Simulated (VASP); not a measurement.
Given:

```xyz
2
Lattice="0.0000 2.9123 2.9123 2.9123 0.0000 2.9123 2.9123 2.9123 0.0000" Properties=species:S:1:pos:R:3 pbc="T T T"
Cd     0.0000     0.0000     0.0000
S      1.4561     1.4561     1.4561
```

These are PBEsol GGA with spin-orbit coupling, VASP's PBE PAW potentials (set 64) (plane waves; VASP) values and carry that method's errors. Run with 400 eV cut-off, 7×7×7 Γ-centred mesh, Gaussian smearing of 0.050 eV, potentials Cd S.

Question: Give the energies of bands 11 to 22 at the high-symmetry points, in eV from the valence-band maximum.

Answer: 
| band | Γ | X | U | L | W |
|---|---|---|---|---|---|
| 11 | -7.13 | -6.67 | -6.64 | -6.72 | -6.59 |
| 12 | -7.13 | -6.67 | -6.49 | -6.72 | -6.44 |
| 13 | -0.04 | -4.05 | -4.05 | -4.53 | -4.01 |
| 14 | -0.04 | -4.05 | -4.02 | -4.53 | -3.99 |
| 15 | 0.00 | -1.96 | -2.65 | -0.81 | -2.40 |
| 16 | 0.00 | -1.96 | -2.60 | -0.81 | -2.32 |
| 17 | 0.00 | -1.94 | -1.59 | -0.77 | -2.28 |
| 18 | 0.00 | -1.94 | -1.58 | -0.77 | -2.25 |
| 19 | 1.00 | 3.37 | 4.08 | 2.88 | 5.28 |
| 20 | 1.00 | 3.37 | 4.09 | 2.88 | 5.30 |
| 21 | 6.14 | 4.24 | 5.36 | 6.80 | 5.36 |
| 22 | 6.14 | 4.24 | 5.37 | 6.80 | 5.40 |

The gap is direct, 1.00 eV, from the valence maximum at Γ to the conduction minimum at Γ.

The structure comes from a measured CdS entry (F-43m) of the Crystallography Open Database, whose conditions weren't checked. It was relaxed first.
